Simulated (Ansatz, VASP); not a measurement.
ZnGaNi4: VASP beside Ansatz

```
Ni Ga Zn
1.0
     0.00000    3.46130    3.46130
     3.46130    0.00000    3.46130
     3.46130    3.46130    0.00000
Ni Ga Zn
4 1 1
Direct
  0.62500 0.62500 0.62500
  0.12500 0.62500 0.62500
  0.62500 0.62500 0.12500
  0.62500 0.12500 0.62500
  0.00000 0.00000 0.00000
  0.25000 0.25000 0.25000
```

The cell was built by a generator and needn't be a form met in nature.

Alike in both runs: task single point; functional PBEsol; k mesh 5 × 5 × 5; no spin polarisation.

```csv
,VASP,Ansatz
version,VASP 6.6.1,Ansatz 0.2.0
potentials or method,"VASP PAW PBE potentials, release 64 (Ni, Ga_d, Zn)",PAW plane waves
plane-wave cutoff (eV),520,420
occupations,"fermi-dirac, width 0.1 eV",fermi-dirac
valence electrons in the cell,65,97
```

```tsv
	VASP	Ansatz	Ansatz less VASP
gap on the k mesh at the Fermi level (eV)	none	none	-
pressure (GPa)	-18.0	-18.2	-0.17
```

A gap of «none» marks a metal or a gap that the smearing closes. The two sets of potentials don't hold the same shells in valence.

Caveats: so large a pressure means that the cell lies far from this level's equilibrium, or that cutoff or potentials fall short (VASP); the potentials were made for another functional, which shifts forces and pressure (VASP). Spin polarisation is off, so any magnetic state and its effect on volume and gap are missing.
